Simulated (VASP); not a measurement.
```
CELL_PARAMETERS angstrom
      0.00000     2.54000     2.54000
      2.54000     0.00000     2.54000
      2.54000     2.54000     0.00000
ATOMIC_POSITIONS crystal
  Hf 0.00000 0.00000 0.00000
  O  0.25000 0.25000 0.25000
  O  0.75000 0.75000 0.75000
```

Calculation: PBE GGA, VASP's PBE PAW potentials (set 64) (plane waves; VASP). Settings: 480 eV cut-off, 8×8×8 Γ-centred mesh, Gaussian smearing of 0.050 eV, potentials Hf O.

The ions, cell shape and volume are relaxed. Predict the relaxed structure.

```
CELL_PARAMETERS angstrom
      0.00000     2.53139     2.53139
      2.53139     0.00000     2.53139
      2.53139     2.53139     0.00000
ATOMIC_POSITIONS crystal
  Hf 0.00000 0.00000 0.00000
  O  0.25000 0.25000 0.25000
  O  0.75000 0.75000 0.75000
```
Space group Fm-3m (225), at a tolerance of 0.03 Å.

How do energy and volume change from the first to the last step?

The energy (σ→0) changes by -1.0 meV/atom and the volume by -1.0 %, in 3 ionic steps.

The compound is HfO2 in the fluorite structure, the high-temperature cubic form, which is unstable at 0 K; the monoclinic form is the stable one. This run relaxes it. Symmetry was kept, so distortions that lower it aren't found.
